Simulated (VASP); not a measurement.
Runs of VASP 6.6.1 on TiPt3. Symmetry: Pm-3m, No. 221, cubic system. Conventional cell: a = 3.897 Å, b = 3.897 Å, c = 3.897 Å, α = 90.00°, β = 90.00°, γ = 90.00°. Ti (site symmetry m-3m) is surrounded by 12 Pt at 2.76 Å. Pt (site symmetry 4/mmm) has 4 Ti at 2.76 Å and 8 Pt at 2.76 Å as nearest neighbours. 

```tsv
level	potentials or basis	k mesh	cutoff (eV)	gap on the mesh (eV)	pressure (GPa)	relaxed volume (Å³/atom)
PBE	VASP PAW PBE potentials, release 64 (Ti, Pt)	5 × 5 × 5	300	none	0.0	15.28
PBEsol	VASP PAW PBE potentials, release 64 (Ti_sv, Pt)	10 × 10 × 10	600	none	0.0	(c)
LDA	VASP PAW LDA potentials, release 64 (Ti_sv, Pt)	10 × 10 × 10	600	none	-0.1	14.57
PBE+D3(BJ)	VASP PAW PBE potentials, release 64 (Ti_sv, Pt)	10 × 10 × 10	600	none	0.0	14.86
RPBE	VASP PAW PBE potentials, release 64 (Ti_sv, Pt)	10 × 10 × 10	600	none	-0.1	(b)
PBE	VASP PAW PBE potentials, release 64 (Ti_sv, Pt)	10 × 10 × 10	600	none	0.0	(a)
AM05	VASP PAW PBE potentials, release 64 (Ti_sv, Pt)	10 × 10 × 10	600	none	0.0	14.72
r2SCAN	VASP PAW PBE potentials, release 64 (Ti_sv, Pt)	10 × 10 × 10	600	none	-0.1	15.12
```

Alike in all rows: task relaxation of cell and atoms; no spin polarisation; cell relaxed; smearing methfessel-paxton 0.1 eV.

Q: Fill in the values left out.

A: (a) 15.37; (b) 15.64; (c) 14.81.

Caveats: the PAW data sets were made with another functional, which shifts forces and pressure a little (some runs); pairwise dispersion overbinds metals, which lowers pressure and volume (some runs).

A k mesh can miss the band edges, and the runs leave out spin-orbit coupling on Pt.

A gap of «none» marks a metal or a gap under the smearing width.

Not every run made on this cell is shown here.
